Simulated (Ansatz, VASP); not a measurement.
# Al5In4Ga7P16 (random zinc-blende (Al, Ga, In)P solid solution) in two plane-wave programs, part 2 of 2

One calculation is typed for both programs; each brings its own data sets. How far apart do they land? The cell is taken from a series of runs on this material, whose earlier steps may have relaxed, scaled, displaced or heated it; both programs get it as it stands.

VASP 6.6.1 and Ansatz 0.2.0.

So far. Step 2 (VASP: single point, PBE): The run ends at a pressure of -0.04 GPa, with forces up to 0.012 eV/Å.

## Step 3: Ansatz: single point, PBE

Level of this step: Ansatz beside VASP: Kohn-Sham DFT, plane waves, PBE (Ansatz).

Ansatz runs on its PAW soft_1 files.

The same cell, functional and mesh now go to Ansatz, which takes its cutoff from its data sets.

Input file input.yaml:

```yaml
crystal:
  lattice:
    - [11.26082, 0.00258, -9.0e-05]
    - [0.00258, 11.24546, -0.00282]
    - [-9.0e-05, -0.00282, 11.23706]
  atoms:
    - { symbol: Ga, position: [0.99264, 0.99723, 0.00067] }
    - { symbol: P, position: [0.12274, 0.11008, 0.1259] }
    - { symbol: In, position: [0.99569, 0.24995, 0.25073] }
    - { symbol: P, position: [0.12391, 0.38741, 0.37679] }
    - { symbol: Al, position: [0.24993, 0.99812, 0.25113] }
    - { symbol: P, position: [0.38179, 0.11795, 0.36764] }
    - { symbol: In, position: [0.25169, 0.24994, 0.00261] }
    - { symbol: P, position: [0.38287, 0.38355, 0.13301] }
    - { symbol: Ga, position: [0.99685, 0.9981, 0.50085] }
    - { symbol: P, position: [0.11056, 0.12661, 0.62509] }
    - { symbol: Ga, position: [0.99017, 0.25022, 0.75034] }
    - { symbol: P, position: [0.1099, 0.37472, 0.87529] }
    - { symbol: In, position: [0.25042, 0.99761, 0.74815] }
    - { symbol: P, position: [0.39051, 0.12607, 0.87286] }
    - { symbol: In, position: [0.25186, 0.24874, 0.49882] }
    - { symbol: P, position: [0.38968, 0.37111, 0.62758] }
    - { symbol: Al, position: [0.99327, 0.50126, 0.99929] }
    - { symbol: P, position: [0.11775, 0.61641, 0.13055] }
    - { symbol: Ga, position: [0.99929, 0.74886, 0.25022] }
    - { symbol: P, position: [0.12448, 0.8752, 0.37487] }
    - { symbol: Ga, position: [0.24984, 0.50166, 0.25314] }
    - { symbol: P, position: [0.36941, 0.61846, 0.38338] }
    - { symbol: In, position: [0.24798, 0.74948, 0.00248] }
    - { symbol: P, position: [0.376, 0.88949, 0.1232] }
    - { symbol: Al, position: [0.99709, 0.50286, 0.49991] }
    - { symbol: P, position: [0.1156, 0.63367, 0.61944] }
    - { symbol: Ga, position: [0.99458, 0.75057, 0.75029] }
    - { symbol: P, position: [0.11028, 0.87348, 0.87545] }
    - { symbol: In, position: [0.24946, 0.50192, 0.74847] }
    - { symbol: P, position: [0.38955, 0.62535, 0.87753] }
    - { symbol: Ga, position: [0.2475, 0.74994, 0.49881] }
    - { symbol: P, position: [0.38362, 0.86678, 0.61688] }
    - { symbol: Ga, position: [0.50703, 0.00259, 0.99945] }
    - { symbol: P, position: [0.62796, 0.12713, 0.12453] }
    - { symbol: Ga, position: [0.50424, 0.25047, 0.25031] }
    - { symbol: P, position: [0.62765, 0.37453, 0.37535] }
    - { symbol: Ga, position: [0.7499, 0.00191, 0.24873] }
    - { symbol: P, position: [0.86668, 0.11902, 0.3827] }
    - { symbol: Ga, position: [0.74794, 0.25013, 0.99849] }
    - { symbol: P, position: [0.86669, 0.37916, 0.11697] }
    - { symbol: Al, position: [0.5021, 0.0015, 0.49954] }
    - { symbol: P, position: [0.62641, 0.12367, 0.62559] }
    - { symbol: Al, position: [0.50951, 0.24917, 0.75051] }
    - { symbol: P, position: [0.62695, 0.37402, 0.87533] }
    - { symbol: Al, position: [0.74949, 0.00188, 0.75258] }
    - { symbol: P, position: [0.87096, 0.12506, 0.87728] }
    - { symbol: Al, position: [0.748, 0.24943, 0.50233] }
    - { symbol: P, position: [0.872, 0.37695, 0.62322] }
    - { symbol: Al, position: [0.50632, 0.49828, 0.00075] }
    - { symbol: P, position: [0.63212, 0.62008, 0.11923] }
    - { symbol: In, position: [0.49938, 0.74972, 0.25041] }
    - { symbol: P, position: [0.62648, 0.88728, 0.37526] }
    - { symbol: Ga, position: [0.74969, 0.49796, 0.24733] }
    - { symbol: P, position: [0.87824, 0.61841, 0.3681] }
    - { symbol: Ga, position: [0.75156, 0.74948, 0.9982] }
    - { symbol: P, position: [0.87238, 0.87331, 0.1265] }
    - { symbol: Ga, position: [0.50212, 0.49657, 0.50088] }
    - { symbol: P, position: [0.62053, 0.61678, 0.63196] }
    - { symbol: Al, position: [0.50416, 0.74913, 0.75016] }
    - { symbol: P, position: [0.62727, 0.87482, 0.87443] }
    - { symbol: Al, position: [0.74955, 0.4977, 0.75176] }
    - { symbol: P, position: [0.87315, 0.62477, 0.87289] }
    - { symbol: In, position: [0.75108, 0.74938, 0.50259] }
    - { symbol: P, position: [0.8784, 0.88205, 0.63352] }
kpoints:
  mp_grid: { grid: [1, 1, 1] }
hamiltonian:
  xc: pbe
  pseudopotentials: { kind: paw, azcp: { folder: soft_1 } }
scf:
  occupations: { method: fixed }
output:
  forces: true
  stress: true
  populations: true
  dos:
    method: { smearing: { sigma: 0.15 } }
    de: 0.1
    projected: { site_lists: { Al: [Al], Ga: [Ga], In: [In], P: [P] } }
  eigenvalues: true
  write_density: true
  write_potential: true
  volumetric_format: npy
```

The run is started by

```console
ansatz run input.yaml --threads 4 --pin off --max-ram 8192MiB --backend cpu --events-out ev --progress --plain --runs-dir out
```

Numbers of over 12 decimals in the logs are rounded to 6 here.

Log:

```text
Engine: ansatz 0.2.0, aarch64-unknown-linux-gnu
Pseudopotentials: kind: paw
Pseudopotential: Ga, paw, valence charge 13, recommended cutoff 420 eV (normal), soft_1/Ga.paw.azcp
Pseudopotential: P, paw, valence charge 5, recommended cutoff 420 eV (normal), soft_1/P.paw.azcp
Pseudopotential: In, paw, valence charge 13, recommended cutoff 420 eV (normal), soft_1/In.paw.azcp
Pseudopotential: Al, paw, valence charge 3, recommended cutoff 420 eV (normal), soft_1/Al.paw.azcp
Functional definition: PBE
  parameter kappa = 0.804
  parameter beta = 0.066725
  exchange = pbe_x(kappa = kappa, mu = beta*pi^2/3)
  correlation = pbe_c(beta = beta)
Crystal: 64 atoms, lattice volume = 1422.984 Å³
Basis set: ecut = 420 eV, 27771 PW (Γ), exchange–correlation on 160×160×160 points (8 copies of the dense FFT grid, shifted against one another)
Bands: 302, of which v1, the nominal top of the filled ones, is band 238 counted from 1 (237 counted from 0)
Symmetry: 1 space group operations
Space group: P1 (ITA 1), of the structure as read, at distance tolerance 1.1e-4 Å
k-points: 1
Non-local potential: Ga, projectors of the file, l = 0: 2, l = 1: 2, l = 2: 3, l = 3: 1
Non-local potential: P, projectors of the file, l = 0: 2, l = 1: 2, l = 2: 1
Non-local potential: In, projectors of the file, l = 0: 2, l = 1: 2, l = 2: 2, l = 3: 1
Non-local potential: Al, projectors of the file, l = 0: 2, l = 1: 2, l = 2: 1
PAW form: soft (Blöchl's): semilocal exchange-correlation on the pseudo side does not see the compensation charge
PAW one-centre angular grid: Ga, 590 points (default); XC on 64 Gauss nodes
PAW one-centre angular grid: P, 110 points (default); XC on 64 Gauss nodes
PAW one-centre angular grid: In, 590 points (default); XC on 64 Gauss nodes
PAW one-centre angular grid: Al, 110 points (default); XC on 64 Gauss nodes
Initial density: superposition of atomic densities (chi_scale 0.1, normalization cell, long waves kept (reshape's long-wave potential 0.06 eV rms))
Initial wavefunctions: pseudopotential atomic-orbital guess
Functional: x = pbe(κ = 0.804, μ = 0.219515), c = pbe(β = 0.066725)
SCF iter   1: F=—  HF=-127333.034034 eV  |F-HF|=—  |Δ(HF+E_count)|=         —  Δρ=4.33e-2  dr2=2.91e1  ethr=3.10e-3  ⟨swp⟩=6.0  Hψ=1121  notcnv=0  defer=56
preconditioner: auto → Resta (q_TF=auto, 2.273 Å⁻¹)  ε∞=3.9  [insulator: Δε(μ)=1.729 eV  Ē_g=12.690 eV  n_scr=256 (ndim 8)  ℏωp=21.5 eV  f_vac=0.000  ε∞_Penn≈3.9]
SCF iter   2: F=—  HF=-127327.060061 eV  |F-HF|=—  |Δ(HF+E_count)|=    5.97e0  Δρ=2.41e-2  dr2=7.37e0  ethr=3.10e-3  ⟨swp⟩=2.0  Hψ=450  notcnv=0  defer=55
SCF iter   3: F=—  HF=-127326.002552 eV  |F-HF|=—  |Δ(HF+E_count)|=    1.06e0  Δρ=4.80e-3  dr2=3.59e-1  ethr=1.55e-3  ⟨swp⟩=3.0  Hψ=491  notcnv=0  defer=59
SCF iter   4: F=—  HF=-127325.975871 eV  |F-HF|=—  |Δ(HF+E_count)|=   2.67e-2  Δρ=2.40e-3  dr2=8.95e-2  ethr=7.54e-5  ⟨swp⟩=3.0  Hψ=492  notcnv=0  defer=62
SCF iter   5: F=—  HF=-127325.955037 eV  |F-HF|=—  |Δ(HF+E_count)|=   2.08e-2  Δρ=8.31e-4  dr2=1.15e-2  ethr=1.88e-5  ⟨swp⟩=2.0  Hψ=488  notcnv=0  defer=62
SCF iter   6: F=—  HF=-127325.972751 eV  |F-HF|=—  |Δ(HF+E_count)|=   1.77e-2  Δρ=2.71e-4  dr2=1.11e-3  ethr=2.42e-6  ⟨swp⟩=3.0  Hψ=419  notcnv=0  defer=62
SCF iter   7: F=—  HF=-127325.973884 eV  |F-HF|=—  |Δ(HF+E_count)|=   1.13e-3  Δρ=4.94e-5  dr2=3.19e-5  ethr=2.33e-7  ⟨swp⟩=2.0  Hψ=418  notcnv=0  defer=62
SCF iter   8: F=—  HF=-127325.973063 eV  |F-HF|=—  |Δ(HF+E_count)|=   8.20e-4  Δρ=1.59e-5  dr2=7.78e-6  ethr=6.71e-9  ⟨swp⟩=2.0  Hψ=540  notcnv=0  defer=62
SCF iter   9: F=—  HF=-127325.973068 eV  |F-HF|=—  |Δ(HF+E_count)|=   4.97e-6  Δρ=7.86e-6  dr2=1.60e-6  ethr=1.63e-9  ⟨swp⟩=2.0  Hψ=486  notcnv=0  defer=62
SCF iter  10: F=—  HF=-127325.973068 eV  |F-HF|=—  |Δ(HF+E_count)|=   1.84e-7  Δρ=2.29e-6  dr2=1.11e-7  ethr=3.37e-10  ⟨swp⟩=2.0  Hψ=486  notcnv=0  defer=62
SCF iter  11: F=-127325.973068 eV  HF=-127325.973068 eV  |F-HF|=2.26e-8  |Δ(HF+E_count)|=   2.12e-8  Δρ=9.04e-7  dr2=1.71e-8  ethr=2.10e-11  ⟨swp⟩=31.0  Hψ=3537  notcnv=0
SCF 1 converged in 11 iterations: F = -127325.973068 eV  dr2 = 1.71e-8
  greatest PAW one-centre occupation: 0.994 electrons in one spin orbital (limit 2), on the Ga atom at site 18 (counted from 0), in its partial waves of l = 2
SCF converged after 11 iterations
Free energy (F): -127325.973068 eV
Harris-Foulkes:  -127325.973068 eV  (|F-HF|=2.26e-8)
Internal energy: -127325.973068 eV  (E = F + TS)
E sigma→0 (E₀):  -127325.973068 eV
Fermi energy:    6.146768 eV
--- Per-component energies (eV) ---
  E_band       = -1413.584081
  E_kinetic    = 5733.600848
  E_local      = -40455.372563  (includes V_loc(G=0)·N_el)
  E_nonlocal   = 2459.196896
  E_hartree    = 21407.675356
  E_xc         = -4726.225885
  E_vxc        = -3725.599791  (∫ρ·V_xc dr)
  E_paw        = -84137.845999  (= ΣΔE_a)
  E_vpaw       = -8240.757077  (= ΣTr[D̂ρ^β])
  E_aug_tail   = -0.001809  (compensation charges beyond the density's cutoff)
  E_ewald      = -27606.999912
  E_smearing   = -0.000000  (= −TS)
  E_closure    = 0.000000  (closes the sum)
  Σ components = -127325.973068   (vs F -127325.973068, Δ=0.00e0)
--- Forces (eV/Å), atoms counted from 1 ---
  atom   1  Ga     0.00157520    -0.00046270    -0.00253975
  atom   2  P     -0.00091170     0.00240190    -0.00195027
  atom   3  In     0.00389130    -0.00203252    -0.00362249
  atom   4  P     -0.00266812    -0.00567082     0.00298216
  atom   5  Al     0.00013011    -0.00166353     0.00290947
  atom   6  P     -0.00123763     0.00127777    -0.00155519
  atom   7  In     0.00237177     0.00051257    -0.00206735
  atom   8  P     -0.00448952    -0.00173617     0.00001936
  atom   9  Ga     0.00225105    -0.00175354     0.00264526
  atom  10  P      0.00034103     0.00316525     0.00159527
  atom  11  Ga     0.00009799     0.00000677    -0.00052764
  atom  12  P      0.00025716    -0.00189315    -0.00259315
  atom  13  In    -0.00132485    -0.00005266     0.00091048
  atom  14  P      0.00090824    -0.00104881     0.00261994
  atom  15  In     0.00513160     0.00625011    -0.00280408
  atom  16  P     -0.00143616     0.00260499    -0.00411145
  atom  17  Al    -0.00210389    -0.00115505     0.00218874
  atom  18  P     -0.00108947     0.00302990     0.00174591
  atom  19  Ga    -0.00092645    -0.00220093    -0.00407074
  atom  20  P      0.00188200     0.00231107    -0.00231269
  atom  21  Ga     0.00067615     0.00121964     0.00452145
  atom  22  P      0.00524365     0.00374541    -0.00132969
  atom  23  In     0.00164454    -0.00350504    -0.00147950
  atom  24  P      0.00109530    -0.00137307    -0.00297966
[...]
atom  57  Ga     0.00059597    -0.00065348     0.00392855
  atom  58  P      0.00130241     0.00405558     0.00107918
  atom  59  Al     0.00073010    -0.00311929    -0.00001977
  atom  60  P     -0.00235426     0.00074624     0.00036144
  atom  61  Al    -0.00270236    -0.00113363    -0.00243769
  atom  62  P     -0.00187526     0.00405019     0.00194978
  atom  63  In     0.00353048    -0.00166999    -0.00121168
  atom  64  P     -0.00757354    -0.00041244    -0.00327658
  max |Σ_I F_I| component: 6.75e-6 eV/Å
--- Stress (GPa, compression-positive) ---
        0.010978       0.000131      -0.002850
        0.000134       0.011748       0.002032
       -0.002849       0.002028       0.012833
  P = ⅓ Tr σ = 0.0119 GPa (0.119 kbar)
--- Band table (eV) ---
  k-point 0: bands = [... 234 lower, 5.5116, 6.0996, 6.1155, 6.1468, 7.5811, 7.7287, 7.7756, 7.7920, ... 60 higher]
--- Löwdin populations: 64 sites ---
  site symbol       q [e]
     0     Ga     12.8512
     1      P      5.2697
     2     In     12.6566
     3      P      5.2684
     4     Al      2.5680
     5      P      5.2935
     6     In     12.6534
     7      P      5.2213
     8     Ga     12.8506
     9      P      5.1963
    10     Ga     12.8524
    11      P      5.2686
    12     In     12.6514
    13      P      5.2686
    14     In     12.6678
    15      P      5.2681
    16     Al      2.5646
    17      P      5.2224
    18     Ga     12.8483
    19      P      5.1741
    20     Ga     12.8573
    21      P      5.1454
    22     In     12.6660
    23      P      5.2721
[...]
56     Ga     12.8503
    57      P      5.2894
    58     Al      2.5641
    59      P      5.2399
    60     Al      2.5668
    61      P      5.2402
    62     In     12.6630
    63      P      5.2164
  spilling = 0.003239 (of n_electrons = 476.000000)
```

In the SCF lines HF is the Harris–Foulkes energy and dr2 the Hartree energy of the density residual, in eV; the loop may stop once dr2 is under the threshold and the program's other checks hold. Hψ counts applications of the Hamiltonian.

## Step 4: Side by side

Known differences besides the potentials themselves: fixed occupations in Ansatz, narrow Gaussian smearing in VASP; the cutoff is 420 eV in Ansatz and 500 eV in VASP (PREC = Accurate, projectors in real space). Total energies have different zeros and are not compared.

Both answers:

```csv
quantity,Ansatz,VASP,difference
pressure (GPa),0.01,-0.04,+0.05
gap on the k mesh (eV),1.434,1.429,+0.005
```

At this near-relaxed geometry the largest component of a force difference is 8 meV/Å. A gap on the mesh is an upper bound, since the band edges may lie between its points.

## Step 5: What came out

| Item | Value |
| --- | --- |
| difference in gap on the k mesh (single point, PBE) | 0.0053 eV |

The difference in gap on the k mesh is 0.0053 eV (single point, PBE), within the 0.08 eV picked in this series as the mark of a large difference. Such differences can come from data sets, numerical settings and the points named under the comparisons, not from the functional's error against experiment.

[Lines on the potential files, build, host, timing and source positions are cut from VASP's logs without a mark.]

[Logs are printed without paths, hosts, clocks, repeated set-up lines and the standing remarks that a program may print on its own settings, such as how far it seeks lower states.]

[Hosts, paths, dates, database ids (printed as entryN), source tags and the programs' standing remarks are cut or masked in the printed files.]
